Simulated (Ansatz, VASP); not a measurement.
# GaP: VASP beside Ansatz, part 2 of 2

Wanted: the spread between two codes on one cell, functional and k mesh. The cell is taken from a series of runs on this material, whose earlier steps may have relaxed, scaled, displaced or heated it; both programs get it as it stands.

VASP 6.6.1 and Ansatz 0.2.0.

So far: The starting structure; VASP: zone-centre phonons, PBE, pair 1.

### 3. Ansatz: zone-centre phonons, PBE, pair 1

Level of this step: Ansatz beside VASP: Kohn-Sham DFT, plane waves, PBE (Ansatz).

Ansatz runs on its PAW soft_1 files.

The same cell, functional and mesh now go to Ansatz, which takes its cutoff from its data sets.

Contents of input.yaml:

```yaml
crystal:
  lattice:
    - [0.0, 2.7714939737, 2.7714939737]
    - [2.7714939737, 0.0, 2.7714939737]
    - [2.7714939737, 2.7714939737, 0.0]
  atoms:
    - { symbol: P, position: [0.75, 0.75, 0.75] }
    - { symbol: Ga, position: [0.0, 0.0, 0.0] }
kpoints:
  mp_grid: { grid: [12, 12, 12] }
hamiltonian:
  xc: pbe
  pseudopotentials: { kind: paw, azcp: { folder: soft_1 } }
scf:
  occupations: { method: fixed }
output:
  eigenvalues: true
phonons:
  method: dfpt
  dielectric: true
  rigid_motions: translations
```

On the command line:

```
> ansatz run input.yaml --threads 4 --pin off --max-ram 10240MiB --backend cpu --events-out ev --progress --plain --runs-dir out
```

Numbers of over 12 decimals in the logs are rounded to 6 here.

The log of the run:

```text
Engine: ansatz 0.2.0, x86_64-unknown-linux-gnu
Pseudopotentials: kind: paw
Pseudopotential: P, paw, valence charge 5, recommended cutoff 420 eV (normal), soft_1/P.paw.azcp
Pseudopotential: Ga, paw, valence charge 13, recommended cutoff 420 eV (normal), soft_1/Ga.paw.azcp
Functional definition: PBE
  parameter kappa = 0.804
  parameter beta = 0.066725
  exchange = pbe_x(kappa = kappa, mu = beta*pi^2/3)
  correlation = pbe_c(beta = beta)
Crystal: 2 atoms, lattice volume = 42.577 Å³
Basis set: ecut = 420 eV, 869 PW (Γ), exchange–correlation on 54×54×54 points (8 copies of the dense FFT grid, shifted against one another)
Bands: 13, of which v1, the nominal top of the filled ones, is band 9 counted from 1 (8 counted from 0)
Symmetry: 24 space group operations
k-points: 280 of 1728 (irreducible under 4 space group operations, time reversal used)
Non-local potential: P, projectors of the file, l = 0: 2, l = 1: 2, l = 2: 1
Non-local potential: Ga, projectors of the file, l = 0: 2, l = 1: 2, l = 2: 3, l = 3: 1
PAW form: soft (Blöchl's): semilocal exchange-correlation on the pseudo side does not see the compensation charge
PAW one-centre angular grid: P, 110 points (default); XC on 64 Gauss nodes
PAW one-centre angular grid: Ga, 590 points (default); XC on 64 Gauss nodes
Initial density: superposition of atomic densities (chi_scale 0.1, normalization cell, long waves kept (reshape's long-wave potential 0.00 eV rms))
Initial wavefunctions: pseudopotential atomic-orbital guess
Functional: x = pbe(κ = 0.804, μ = 0.219515), c = pbe(β = 0.066725)
SCF iter   1: F=—  HF=-4539.695287 eV  |F-HF|=—  |Δ(HF+E_count)|=         —  Δρ=4.45e-2  dr2=6.67e-1  ethr=3.10e-3  ⟨swp⟩=5.0  Hψ=19568  notcnv=0  defer=523
preconditioner: auto → none  [insulator: Δε(μ)=1.563 eV  Ē_g=15.131 eV  n_scr=14 (ndim 8)  ℏωp=24.1 eV  f_vac=0.000  ε∞_Penn≈3.5]
SCF iter   2: F=—  HF=-4539.568520 eV  |F-HF|=—  |Δ(HF+E_count)|=   1.27e-1  Δρ=2.09e-2  dr2=1.01e-1  ethr=3.10e-3  ⟨swp⟩=2.1  Hψ=6741  notcnv=0  defer=521
SCF iter   3: F=—  HF=-4539.565036 eV  |F-HF|=—  |Δ(HF+E_count)|=   3.48e-3  Δρ=5.63e-3  dr2=1.36e-2  ethr=5.62e-4  ⟨swp⟩=3.0  Hψ=6752  notcnv=0  defer=532
SCF iter   4: F=—  HF=-4539.561473 eV  |F-HF|=—  |Δ(HF+E_count)|=   3.56e-3  Δρ=2.02e-3  dr2=7.12e-4  ethr=7.56e-5  ⟨swp⟩=2.2  Hψ=6827  notcnv=0  defer=536
SCF iter   5: F=—  HF=-4539.561098 eV  |F-HF|=—  |Δ(HF+E_count)|=   3.74e-4  Δρ=4.27e-4  dr2=3.24e-5  ethr=3.95e-6  ⟨swp⟩=2.0  Hψ=6732  notcnv=0  defer=548
SCF iter   6: F=—  HF=-4539.561118 eV  |F-HF|=—  |Δ(HF+E_count)|=   1.97e-5  Δρ=4.07e-5  dr2=3.18e-7  ethr=1.80e-7  ⟨swp⟩=2.9  Hψ=6106  notcnv=0  defer=131
SCF iter   7: F=—  HF=-4539.561118 eV  |F-HF|=—  |Δ(HF+E_count)|=   5.41e-7  Δρ=5.73e-6  dr2=1.06e-8  ethr=1.76e-9  ⟨swp⟩=2.0  Hψ=6156  notcnv=0
SCF iter   8: F=-4539.561118 eV  HF=-4539.561118 eV  |F-HF|=4.91e-11  |Δ(HF+E_count)|=   2.55e-8  Δρ=2.80e-7  dr2=2.29e-11  ethr=1.00e-12  ⟨swp⟩=8.1  Hψ=29216  notcnv=0
SCF 1 converged in 8 iterations: F = -4539.561118 eV  dr2 = 2.29e-11
  greatest PAW one-centre occupation: 0.994 electrons in one spin orbital (limit 2), on the Ga atom at site 1 (counted from 0), in its partial waves of l = 2
NSCF: frozen V_eff on 1 k-points
DFPT response loops at Γ: preconditioner auto → none (the input reference at scf.mixing.eps_inf says where Resta's filter doesn't serve); β = 0.50; Broyden in place of MSR1
── the response to a field inside a basis, on 14×14×14 k-points: an SCF that follows is theirs, and a resumed run solves both again ──
Bands: 10, of which v1, the nominal top of the filled ones, is band 9 counted from 1 (8 counted from 0)
k-points: 280
Initial density: handed on by an earlier stage of this run
Initial wavefunctions: pseudopotential atomic-orbital guess (no wavefunctions were taken with the density)
Eigensolver: Dense (280 Hₖ)
SCF iter   1: F=—  HF=-4539.560290 eV  |F-HF|=—  |Δ(HF+E_count)|=         —  Δρ=1.96e-4  dr2=6.40e-6  ethr=1.00e-1
preconditioner: auto → none  [insulator: Δε(μ)=1.517 eV  Ē_g=12.980 eV  n_scr=14 (ndim 8)  ℏωp=24.1 eV  f_vac=0.012  ε∞_Penn≈4.5]
SCF iter   2: F=—  HF=-4539.560289 eV  |F-HF|=—  |Δ(HF+E_count)|=   9.56e-7  Δρ=1.50e-4  dr2=3.94e-6  ethr=3.55e-8
SCF iter   3: F=—  HF=-4539.560290 eV  |F-HF|=—  |Δ(HF+E_count)|=   1.05e-6  Δρ=3.65e-5  dr2=5.82e-7  ethr=2.19e-8
SCF iter   4: F=-4539.560289 eV  HF=-4539.560289 eV  |F-HF|=7.59e-9  |Δ(HF+E_count)|=   7.33e-7  Δρ=5.74e-6  dr2=1.15e-8  ethr=3.23e-9
SCF 1 converged in 4 iterations: F = -4539.560289 eV  dr2 = 1.15e-8
DFPT response loops at Γ: mixed as the last ones told, above
WARN: field response: ε∞ stands inside a basis, on 14×14×14 points; the force constants stand on the 12×12×12 k-mesh, whose period is 12.03 times the interband length at k = (0.0000, 0.0000, 0.0000), direct gap 1.418 eV, under 14: take them and everything formed from them as unconverged, and compare with a denser kpoints.mp_grid
SCF converged after 8 iterations
Free energy (F): -4539.561118 eV
Harris-Foulkes:  -4539.561118 eV  (|F-HF|=4.91e-11)
Internal energy: -4539.561118 eV  (E = F + TS)
E sigma→0 (E₀):  -4539.561118 eV
Fermi energy:    6.451204 eV
--- Per-component energies (eV) ---
  E_band       = -67.570382
  E_kinetic    = 179.273418
  E_local      = -1709.232353  (includes V_loc(G=0)·N_el)
  E_nonlocal   = -60.339456
  E_hartree    = 1027.262454
  E_xc         = -135.615402
  E_vxc        = -116.197162  (∫ρ·V_xc dr)
  E_paw        = -2550.166845  (= ΣΔE_a)
  E_vpaw       = -415.599600  (= ΣTr[D̂ρ^β])
  E_aug_tail   = -0.000227  (compensation charges beyond the density's cutoff)
  E_ewald      = -1290.742707
  E_smearing   = -0.000000  (= −TS)
  E_closure    = 0.000000  (closes the sum)
  Σ components = -4539.561118   (vs F -4539.561118, Δ=0.00e0)
--- Band table (eV; the first three rows and the last of 280) ---
  k-point 0: bands = [... 5 lower, -5.6717, 6.4512, 6.4512, 6.4512, 7.8689, 10.3475, 10.3475, 10.3475]
  k-point 1: bands = [... 5 lower, -5.5870, 5.5319, 6.3499, 6.3499, 8.4311, 10.5050, 10.5059, 10.5059]
  k-point 2: bands = [... 5 lower, -5.3387, 4.0993, 6.1084, 6.1084, 8.6387, 10.8638, 10.8638, 11.3065]
  k-point 279: bands = [... 5 lower, -2.8592, 0.1178, 3.1095, 3.2687, 11.0935, 11.1404, 12.4044, 12.6057]
--- Phonons (Γ-DFPT): 2 representative perturbations + reference, on 280 of 1728 k-points (Σ response iterations 6) ---
  k mesh reduced under 4 symmetry operations, with k and −k counted as one. Each operation leaves every solved perturbation unchanged. A smaller set is not considered because the run solves the response to a homogeneous field
  ASR residual: 2.256e-4 → 0.000e0 eV/Å²; symmetrization residual: 4.220e-7 eV/Å²
  ASR residual per site (eV/Å²): 3.31e-5 2.26e-4
  Γ frequencies (cm⁻¹): 0.00 0.00 0.00 336.31 336.31 336.31
  ε∞ (high-frequency dielectric tensor):
       10.817588     0.000000    -0.000000
        0.000000    10.817588     0.000000
       -0.000000     0.000000    10.817588
  ε⁰ (static dielectric tensor: ions relaxed, cell fixed):
       13.183669    -0.000000    -0.000000
       -0.000000    13.183669     0.000000
       -0.000000     0.000000    13.183669
  ε⁰ − ε∞ (ionic part):
        2.366081    -0.000000    -0.000000
       -0.000000     2.366081     0.000000
       -0.000000     0.000000     2.366081
  softest optical mode at Γ: 336.31 cm⁻¹; the repairs (sum rule, projections) moved no ω² at Γ by more than (0.95 cm⁻¹)²
  Born effective charges Z* (e; rows j = field, columns β = displacement):
    site 0:
        -2.22850    0.00000    0.00000
         0.00000   -2.22850   -0.00000
         0.00000   -0.00000   -2.22850
    site 1:
         2.22850   -0.00000   -0.00000
        -0.00000    2.22850    0.00000
        -0.00000    0.00000    2.22850
  Z* charge neutrality: 3.500e-4 e pre-enforcement
  solved inside a basis spanned on kpoints, on 14×14×14 k-points transformed towards the longest dipole: ε∞ is read to err by 3.0e-2, Z* by 1.4e-2 e (field_mesh: kpoints solves on kpoints); Z* is corrected for what the basis lacks
  optical modes at Γ without the LO–TO term, one row a degenerate level:
      ω (cm⁻¹)  modes    IR ((D/Å)²/amu)
        336.31      3            16.0271
  optical modes at Γ + LO–TO along q̂ = [1.0000, 0.0000, 0.0000]:
      ω (cm⁻¹)  modes    IR ((D/Å)²/amu)
        336.31      2            10.6847
        371.28      1             5.3424
  optical modes at Γ + LO–TO along q̂ = [0.0000, 1.0000, 0.0000]:
      ω (cm⁻¹)  modes    IR ((D/Å)²/amu)
        336.31      2            10.6847
        371.28      1             5.3424
  optical modes at Γ + LO–TO along q̂ = [0.0000, 0.0000, 1.0000]:
      ω (cm⁻¹)  modes    IR ((D/Å)²/amu)
        336.31      2            10.6847
        371.28      1             5.3424
```

### 4. Side by side

Known differences besides the potentials themselves: fixed occupations in Ansatz, narrow Gaussian smearing in VASP; VASP's response is taken on the typed mesh, Ansatz refines its own for the field response alone; the cutoff is 420 eV in Ansatz and 500 eV in VASP. Total energies have different zeros and are not compared.

The two programs side by side:

```
                                     quantity  Ansatz   VASP  difference
                                        ε∞ xx   10.82  10.99     -1.60 %
                                        ε∞ yy   10.82  10.99     -1.60 %
                                        ε∞ zz   10.82  10.99     -1.60 %
 Born charge of P1 (mean of the diagonal) (e)   -2.23  -2.26       +0.03
Born charge of Ga2 (mean of the diagonal) (e)    2.23   2.26       -0.03
                   optical mode 1 to 3 (cm⁻¹)   336.3  335.3     +0.31 %
```

Modes are paired by rising frequency, not by their patterns, so a pair may set unlike modes beside each other; they are those without the splitting of longitudinal modes.

### 5. VASP: zone-centre phonons, PBE, pair 2

Second derivatives magnify differences that forces hide, and they need a tight electronic threshold. The cell compared in this pair holds 43.41 Å³, against 42.58 Å³ for the pair before.

Contents of INCAR:

```
SYSTEM = GaP
PREC = Accurate
ENCUT = 500
EDIFF = 1E-08
NELM = 120
ISMEAR = 0
SIGMA = 0.01
LREAL = .FALSE.
ALGO = Normal
GGA = PE
NBANDS = 15
LORBIT = 11
LWAVE = .FALSE.
LCHARG = .FALSE.
ISIF = 2
IBRION = 8
LEPSILON = .TRUE.
LASPH = .TRUE.
GGA_COMPAT = .FALSE.
EFERMI = MIDGAP
KPAR = 2
```

Contents of POSCAR:

```
GaP
1.0
    0.0000000000      2.7894911921      2.7894911921
    2.7894911921      0.0000000000      2.7894911921
    2.7894911921      2.7894911921      0.0000000000
P Ga
1 1
Direct
    0.7500000000      0.7500000000      0.7500000000
    0.0000000000      0.0000000000      0.0000000000
```

Contents of KPOINTS:

```
Automatic mesh
0
Gamma
12 12 12
0 0 0
```

The projector-augmented-wave data sets are P and Ga_d (PBE family, release 64).

On the command line:

```
> mpirun -np 2 vasp_std
```

The log of the run:

```text
[... set-up lines as in an earlier step ...]
 entering main loop
       N       E                     dE             d eps       ncg     rms          rms(c)
DAV:   1     0.790712764012E+02    0.79071E+02   -0.89209E+03  2192   0.165E+03
DAV:   2    -0.322213355988E+01   -0.82293E+02   -0.78851E+02  2420   0.307E+02
DAV:   3    -0.925875226226E+01   -0.60366E+01   -0.60138E+01  2664   0.672E+01
DAV:   4    -0.936044237178E+01   -0.10169E+00   -0.10166E+00  2733   0.962E+00
[...]
DAV:  13    -0.911297855951E+01   -0.33004E-06   -0.96954E-07  2693   0.868E-03    0.191E-03
DAV:  14    -0.911297859570E+01   -0.36184E-07   -0.51063E-08  2785   0.164E-03    0.148E-03
DAV:  15    -0.911297859810E+01   -0.24011E-08   -0.23708E-09  1976   0.516E-04
   1 F= -.91129786E+01 E0= -.91129786E+01  d E =0.000000E+00
 Linear response reoptimize wavefunctions to high precision
DAV:   1    -0.911297858998E+01    0.81181E-08   -0.31136E-09  2739   0.419E-04
DAV:   2    -0.911297858999E+01   -0.72760E-11   -0.20538E-10  1486   0.101E-04
 Linear response G [H, r] |phi>, progress :
  Direction:   1
[...]
RMM:  16    -0.477304674093E-01    0.84369E-09   -0.18260E-07  6298   0.795E-06    0.428E-08
 first order change of Fermi-energy  -0.10195E+01
 force on displaced ion       1 direction 1 :  -8.446  -0.000  -0.000
 Born effective charge ion    1 direction 1 :  -2.296   0.000   0.000
 Linear response progress:
  Degree of freedom:   2/  2
       N       E                     dE             d eps       ncg     rms          rms(c)
RMM:   1    -0.164011218650E+00   -0.16401E+00    0.70195E-02 10575   0.795E+00
RMM:   2    -0.162775990964E+00    0.12352E-02   -0.25082E-02 16111   0.136E+00    0.495E-02
RMM:   3    -0.163047962478E+00   -0.27197E-03   -0.35447E-03 16979   0.405E-01    0.368E-02
RMM:   4    -0.162837295380E+00    0.21067E-03   -0.14059E-03 17733   0.168E-01    0.133E-02
[...]
RMM:  14    -0.162817976489E+00    0.59454E-08   -0.20647E-07 16903   0.352E-05    0.187E-06
RMM:  15    -0.162817972755E+00    0.37344E-08   -0.11985E-07 14446   0.221E-05    0.847E-07
RMM:  16    -0.162817974172E+00   -0.14175E-08   -0.96219E-08 10960   0.156E-05    0.249E-07
 first order change of Fermi-energy   0.10198E+01
 force on displaced ion       2 direction 1 :  -8.478   0.000   0.000
 Born effective charge ion    2 direction 1 :   2.281   0.000   0.000
 Born effective charges drift removed
 Linear response finished
```

Parts of OUTCAR (step 5):

```text
  Total       -0.7487628     -0.7487628     -0.7487628      0.0000000      0.0000000      0.0000000
  in kB      -27.6343870    -27.6343870    -27.6343870      0.0000000      0.0000000      0.0000000
  external PRESSURE =     -27.6343870 kB  Pullay stress =       0.0000000 kB

 POSITION                                       TOTAL-FORCE (eV/Angst)
 -----------------------------------------------------------------------------------
      4.18424      4.18424      4.18424         0.000000     -0.000000      0.000000
      0.00000      0.00000      0.00000        -0.000000      0.000000     -0.000000
 -----------------------------------------------------------------------------------
    total drift:                                0.000000      0.000000      0.000000

 MACROSCOPIC STATIC DIELECTRIC TENSOR (including local field effects in DFT)
 ------------------------------------------------------
          11.277181     0.000000    -0.000000
          -0.000000    11.277181     0.000000
          -0.000000     0.000000    11.277181
 ------------------------------------------------------

 MACROSCOPIC STATIC DIELECTRIC TENSOR IONIC CONTRIBUTION
 ------------------------------------------------------
           2.587058     0.000000     0.000000
           0.000000     2.587058     0.000000
           0.000000     0.000000     2.587058
 ------------------------------------------------------

[... 1 part as in an earlier step ...]

[... 1 further part left out ...]
```

### 6. Ansatz: zone-centre phonons, PBE, pair 2

The same cell, functional and mesh now go to Ansatz, which takes its cutoff from its data sets.

The cell is taken from a series of runs on this material, whose earlier steps may have relaxed, scaled, displaced or heated it; both programs get it as it stands.

input.yaml, the sections that differ from step 3:

```yaml
crystal:
  lattice:
    - [0.0, 2.7894911921, 2.7894911921]
    - [2.7894911921, 0.0, 2.7894911921]
    - [2.7894911921, 2.7894911921, 0.0]
  atoms:
    - { symbol: P, position: [0.75, 0.75, 0.75] }
    - { symbol: Ga, position: [0.0, 0.0, 0.0] }
# kpoints, hamiltonian, scf, output, phonons: as in step 3
```

On the command line:

```
> ansatz run input.yaml --threads 4 --pin off --max-ram 10240MiB --backend cpu --events-out ev --progress --plain --runs-dir out
```

The log of the run:

```text
[...]
Crystal: 2 atoms, lattice volume = 43.412 Å³
Basis set: ecut = 420 eV, 869 PW (Γ), exchange–correlation on 54×54×54 points (8 copies of the dense FFT grid, shifted against one another)
Bands: 13, of which v1, the nominal top of the filled ones, is band 9 counted from 1 (8 counted from 0)
Symmetry: 24 space group operations
k-points: 280 of 1728 (irreducible under 4 space group operations, time reversal used)
[...]
optical modes at Γ + LO–TO along q̂ = [1.0000, 0.0000, 0.0000]:
      ω (cm⁻¹)  modes    IR ((D/Å)²/amu)
[...]
optical modes at Γ + LO–TO along q̂ = [0.0000, 1.0000, 0.0000]:
      ω (cm⁻¹)  modes    IR ((D/Å)²/amu)
        328.33      2            10.9935
        363.67      1             5.4968
  optical modes at Γ + LO–TO along q̂ = [0.0000, 0.0000, 1.0000]:
      ω (cm⁻¹)  modes    IR ((D/Å)²/amu)
        328.33      2            10.9935
        363.67      1             5.4968
[key lines of the parts left out:]
SCF converged after 8 iterations
Free energy (F): -4539.550133 eV
Fermi energy:    6.221666 eV
```

### 7. Comparison

Both answers:

```
                                     quantity  Ansatz   VASP  difference
                                        ε∞ xx   11.04  11.28     -2.08 %
                                        ε∞ yy   11.04  11.28     -2.08 %
                                        ε∞ zz   11.04  11.28     -2.08 %
 Born charge of P1 (mean of the diagonal) (e)   -2.26  -2.29       +0.03
Born charge of Ga2 (mean of the diagonal) (e)    2.26   2.29       -0.03
                   optical mode 1 to 3 (cm⁻¹)   328.3  327.4     +0.27 %
```

Modes are paired by rising frequency, not by their patterns, so a pair may set unlike modes beside each other; they are those without the splitting of longitudinal modes.

### 8. Results

```json
{
  "r.m.s. difference of the optical zone-centre modes, each program's sorted by frequency (zone-centre phonons, PBE, pair 1)": "1.1 cm⁻¹",
  "difference in ε∞ xx (zone-centre phonons, PBE, pair 1)": "-1.6 %",
  "r.m.s. difference of the optical zone-centre modes, each program's sorted by frequency (zone-centre phonons, PBE, pair 2)": "0.89 cm⁻¹",
  "difference in ε∞ xx (zone-centre phonons, PBE, pair 2)": "-2.1 %"
}
```

The r.m.s. difference of the optical zone-centre modes, each program's sorted by frequency is 1.1 cm⁻¹ (zone-centre phonons, PBE, pair 1). Among the rows given in per cent, the largest difference of the zone-centre phonons, PBE, pair 1 pair is in ε∞ xx, -1.6 %. Among the rows given in per cent, the largest difference of the zone-centre phonons, PBE, pair 2 pair is in ε∞ xx, -2.1 %. How closely two codes agree says nothing of how well the functional describes the real material.

[Lines on the potential files, build, host, timing and source positions are cut from VASP's logs without a mark.]

[Logs are printed without paths, hosts, clocks, repeated set-up lines and the standing remarks that a program may print on its own settings, such as how far it seeks lower states.]

[Hosts, paths, dates, database ids (printed as entryN), source tags and the programs' standing remarks are cut or masked in the printed files.]
